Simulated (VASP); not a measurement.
Output of a VASP run:

OUTCAR:
```
 ion  position               nearest neighbor table
   1  0.000  0.000  0.000-
  LATTYP: Found a body centered cubic cell.
 ALAT       =     3.6949519078
 Subroutine PRICEL returns:
 Original cell was already a primitive cell.
 Subroutine GETGRP returns: Found 48 space group operations
The static configuration has the point symmetry O_h .
The dynamic configuration has the point symmetry O_h .
 Subroutine INISYM returns: Found 48 space group operations
 Subroutine IBZKPT returns following result:
 Found    104 irreducible k-points:

 Following reciprocal coordinates:
            Coordinates               Weight
  0.000000  0.000000  0.000000      1.000000
  0.071429  0.000000  0.000000     12.000000
  0.142857  0.000000  0.000000     12.000000
  0.214286  0.000000  0.000000     12.000000
  0.285714  0.000000  0.000000     12.000000
  0.357143  0.000000  0.000000     12.000000
  0.428571  0.000000  0.000000     12.000000
  0.500000  0.000000  0.000000      6.000000
  0.071429  0.071429  0.000000     24.000000
  0.142857  0.071429  0.000000     48.000000
  0.214286  0.071429  0.000000     48.000000
  0.285714  0.071429  0.000000     48.000000
  0.357143  0.071429  0.000000     48.000000
  0.428571  0.071429  0.000000     48.000000
  0.142857  0.142857  0.000000     24.000000
  0.214286  0.142857 -0.000000     48.000000
  0.285714  0.142857  0.000000     48.000000
  0.357143  0.142857  0.000000     48.000000
  0.428571  0.142857  0.000000     24.000000
  0.214286  0.214286  0.000000     24.000000
  0.285714  0.214286  0.000000     48.000000
  0.357143  0.214286 -0.000000     48.000000
  0.285714  0.285714  0.000000     24.000000
  0.357143  0.285714  0.000000     24.000000
  0.071429  0.071429  0.071429      8.000000
  0.142857  0.071429  0.071429     24.000000
  0.214286  0.071429  0.071429     24.000000
  0.285714  0.071429  0.071429     24.000000
  0.357143  0.071429  0.071429     24.000000
  0.428571  0.071429  0.071429     12.000000
 -0.071429  0.071429  0.071429      6.000000
  0.142857  0.142857  0.071429     24.000000
  0.214286  0.142857  0.071429     48.000000
  0.285714  0.142857  0.071429     48.000000
  0.357143  0.142857  0.071429     48.000000
 -0.142857  0.142857  0.071429     24.000000
  0.214286  0.214286  0.071429     24.000000
  0.285714  0.214286  0.071429     48.000000
  0.357143  0.214286  0.071429     24.000000
 -0.214286  0.214286  0.071429     24.000000
   k-points           NKPTS =    104   k-points in BZ     NKDIM =    104   number of bands    NBANDS=      8
   number of dos      NEDOS =    301   number of ions     NIONS =      1
   total plane-waves  NPLWV =  13824
   dimension x,y,z NGX =    24 NGY =   24 NGZ =   24
   dimension x,y,z NGXF=    48 NGYF=   48 NGZF=   48
   ions per type =               1
   PREC   = accura    normal or accurate (medium, high low for compatibility)
   ISTART =      0    job   : 0-new  1-cont  2-samecut
   ICHARG =      2    charge: 1-file 2-atom 10-const
   ISPIN  =      1    spin polarized calculation?
   LNONCOLLINEAR =      F non collinear calculations
   LSORBIT =      F    spin-orbit coupling
   INIWAV =      1    electr: 0-lowe 1-rand  2-diag
   ENCUT  =  500.0 eV  36.75 Ry    6.06 a.u.   5.83  5.83  5.83*2*pi/ulx,y,z
   NELM   =    100;   NELMIN=  2; NELMDL= -5     # of ELM steps
   EDIFF  = 0.1E-05   stopping-criterion for ELM
   LREAL  =      F    real-space projection
   NLSPLINE    = F    spline interpolate recip. space projectors
   LMAXMIX     =    4 max onsite mixed and CHGCAR
   VOSKOWN=      0    Vosko Wilk Nusair interpolation
   EDIFFG = -.2E-01   stopping-criterion for IOM
   NSW    =     40    number of steps for IOM
   NBLOCK =      1;   KBLOCK =     40    inner block; outer block
   IBRION =      2    ionic relax: 0-MD 1-quasi-New 2-CG
   NFREE  =      1    steps in history (QN), initial steepest desc. (CG)
...
```

File OSZICAR:
```
...
DAV:   5     0.911347908812E+00   -0.36554E-06   -0.36544E-06  1864   0.112E-02    0.146E+00
DAV:   6     0.100890173217E+01    0.97554E-01   -0.10251E-01  1832   0.203E+00    0.710E-01
DAV:   7     0.104365963707E+01    0.34758E-01   -0.93618E-02  1888   0.196E+00    0.160E-01
DAV:   8     0.104433306854E+01    0.67343E-03   -0.57551E-04  2296   0.236E-01    0.286E-02
DAV:   9     0.104432939499E+01   -0.36735E-05   -0.71739E-06  2224   0.244E-02    0.109E-02
DAV:  10     0.104433399885E+01    0.46039E-05   -0.58190E-07  1848   0.102E-02    0.511E-04
DAV:  11     0.104433406007E+01    0.61215E-07   -0.23542E-08  1120   0.140E-03
   1 F= 0.81286563E+01 E0= 0.81287327E+01  d E =0.812866E+01
       N       E                     dE             d eps       ncg     rms          rms(c)
DAV:   1    -0.196560738207E+01   -0.30099E+01   -0.15875E+02  1696   0.101E+02    0.114E+01
DAV:   2     0.266137498636E+01    0.46270E+01   -0.46267E+00  1864   0.150E+01    0.550E+00
DAV:   3     0.419114692863E+01    0.15298E+01   -0.46508E+00  1784   0.148E+01    0.139E+00
DAV:   4     0.419223347669E+01    0.10865E-02   -0.21344E-02  2008   0.144E+00    0.530E-01
DAV:   5     0.419160470578E+01   -0.62877E-03   -0.53480E-03  1816   0.579E-01    0.908E-02
DAV:   6     0.419184147559E+01    0.23677E-03   -0.28330E-04  1864   0.161E-01    0.261E-02
DAV:   7     0.419184045475E+01   -0.10208E-05   -0.35049E-06  2224   0.205E-02    0.121E-03
DAV:   8     0.419184024198E+01   -0.21277E-06   -0.36491E-08  1040   0.178E-03
   2 F= 0.91201510E+01 E0= 0.91202250E+01  d E =0.991495E+00
       N       E                     dE             d eps       ncg     rms          rms(c)
DAV:   1    -0.180692360982E+01   -0.59988E+01   -0.73782E+01  1664   0.547E+01    0.779E+00
DAV:   2     0.736716703929E+00    0.25436E+01   -0.33218E+00  1840   0.139E+01    0.362E+00
DAV:   3     0.150773282205E+01    0.77102E+00   -0.26443E+00  1824   0.109E+01    0.587E-01
DAV:   4     0.151087355855E+01    0.31407E-02   -0.58616E-03  2024   0.790E-01    0.403E-01
DAV:   5     0.151252843111E+01    0.16549E-02   -0.31902E-03  1888   0.454E-01    0.704E-02
DAV:   6     0.151252584251E+01   -0.25886E-05   -0.47910E-05  2056   0.663E-02    0.187E-02
DAV:   7     0.151252294327E+01   -0.28992E-05   -0.76553E-07  1712   0.113E-02    0.133E-03
DAV:   8     0.151252334731E+01    0.40404E-06   -0.30692E-08   992   0.165E-03
   3 F= 0.80152073E+01 E0= 0.80153619E+01  d E =-.113449E+00
       N       E                     dE             d eps       ncg     rms          rms(c)
DAV:   1     0.155391946978E+01    0.41397E-01   -0.51978E-02  1664   0.158E+00    0.205E-01
DAV:   2     0.155565487964E+01    0.17354E-02   -0.21427E-03  1816   0.326E-01    0.956E-02
DAV:   3     0.155616729363E+01    0.51241E-03   -0.17745E-03  1824   0.279E-01    0.192E-02
DAV:   4     0.155616736224E+01    0.68610E-07   -0.44873E-06  2048   0.215E-02
   4 F= 0.80141920E+01 E0= 0.80143485E+01  d E =-.114464E+00
       N       E                     dE             d eps       ncg     rms          rms(c)
DAV:   1     0.156976499063E+01    0.13598E-01   -0.50062E-03  1664   0.488E-01    0.635E-02
DAV:   2     0.156993221767E+01    0.16723E-03   -0.20568E-04  1824   0.101E-01    0.296E-02
DAV:   3     0.156998103977E+01    0.48822E-04   -0.17118E-04  1808   0.867E-02    0.626E-03
DAV:   4     0.156998073867E+01   -0.30110E-06   -0.40075E-07  1304   0.652E-03
   5 F= 0.80141336E+01 E0= 0.80142915E+01  d E =-.114523E+00
```

### OUTCAR
```
------------------------ aborting loop because EDIFF is reached ----------------------------------------
  FORCE on cell =-STRESS in cart. coord.  units (eV):
  Direction    XX          YY          ZZ          XY          YZ          ZX
  --------------------------------------------------------------------------------------
  Total        6.4461407      6.4461407      6.4461407      0.0000000     -0.0000000      0.0000000
  in kB      450.1388128    450.1388128    450.1388128      0.0000000     -0.0000000      0.0000000
  external PRESSURE =       0.1388128 kB  Pullay stress =     450.0000000 kB
  volume of cell :       22.94
      direct lattice vectors                 reciprocal lattice vectors
    -1.790061577  1.790061577  1.790061577     0.000000000  0.279320000  0.279320000
     1.790061577 -1.790061577  1.790061577     0.279320000  0.000000000  0.279320000
     1.790061577  1.790061577 -1.790061577     0.279320000  0.279320000  0.000000000
 POSITION                                       TOTAL-FORCE (eV/Angst)
 -----------------------------------------------------------------------------------
      0.00000      0.00000      0.00000         0.000000      0.000000      0.000000
 -----------------------------------------------------------------------------------
    total drift:                               -0.000000      0.000000      0.000000
  FREE ENERGIE OF THE ION-ELECTRON SYSTEM (eV)
  ---------------------------------------------------
  free  energy   TOTEN  =         1.5699807387 eV

  energy  without entropy=        1.5704544890  energy(sigma->0) =        1.57013866
  enthalpy is  TOTEN    =         8.0141336169 eV   P V=        6.4441528783

 reached required accuracy - stopping structural energy minimisation
```
(Selected blocks of OUTCAR.)

POSCAR:
```
Cs
1
   -1.8474759539     1.8474759539     1.8474759539
    1.8474759539    -1.8474759539     1.8474759539
    1.8474759539     1.8474759539    -1.8474759539
Cs
1
Direct
  0.0000000000   0.0000000000   0.0000000000
```

Reconstruct the remaining input files.

This is not unique; one that fits is the input of the run itself, PBEsol GGA, plane waves, VASP's PBE PAW potentials (set 64).

INCAR:
```
ALGO=Normal
EDIFF=1E-6
EDIFFG=-0.02
ENCUT=500
GGA=PS
IBRION=2
ISIF=3
ISMEAR=1
LASPH=.TRUE.
LCHARG=.FALSE.
LMAXMIX=4
LREAL=.FALSE.
LWAVE=.FALSE.
NELM=100
NSW=40
PREC=Accurate
PSTRESS=450
SIGMA=0.1
SYSTEM=Cs
```

KPOINTS:
```
Regular mesh
0
gamma
14 14 14
```

POTCAR, in this order: Cs_sv (PBE.64 set). Program: vasp_std.

Energy and stress use the plane-wave basis of the starting cell.

The compound is Cs in the bcc structure. This run relaxes it under an external pressure of 45 GPa. Symmetry was kept, so distortions that lower it aren't found.
